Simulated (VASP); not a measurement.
```
CoSi2
1.0
    0.00000     2.73360     2.73360
    2.73360     0.00000     2.73360
    2.73360     2.73360     0.00000
Co Si
1 2
Direct
  0.00000   0.00000   0.00000
  0.25000   0.25000   0.25000
  0.75000   0.75000   0.75000
```

The base run (VASP): PBE GGA, plane waves, VASP's PBE PAW potentials (set 64). Run with 400 eV cut-off, 9×9×9 Γ-centred mesh, first-order Methfessel-Paxton smearing of 0.10 eV, potentials Co Si.

One setting is varied; ΔE counts from the most expensive setting. The base run took about 10 core-seconds. Costs are core time on shared hosts, one run each; read them as rough ratios.

Pressures at a finite cut-off, here 400 eV, hold a Pulay part, which wasn't tested here.

```csv
setting,cost over the base run,electronic steps,ΔE (meV/atom),pressure (GPa)
KPOINTS 2×2×2 Γ-centred mesh,about 1/4,14,246.3,-13.31
KPOINTS 1×1×1 Γ-centred mesh,about 1/3,20,6823.2,95.53
KPOINTS 8×8×8 Γ-centred mesh,within a factor of 2,14,0.0,-9.67
base run,reference,14,0.6,-9.51
KPOINTS 12×12×12 Γ-centred mesh,within a factor of 2,14,-0.8,-9.65
KPOINTS 13×13×13 Γ-centred mesh,about 2 times,14,0.7,-9.61
KPOINTS 15×15×15 Γ-centred mesh,about 3 times,14,0.0,-9.66
```

Left out are runs that failed, have no time on record or changed the cell.

The compound is CoSi2 in the fluorite structure. The cell was not relaxed at this level.
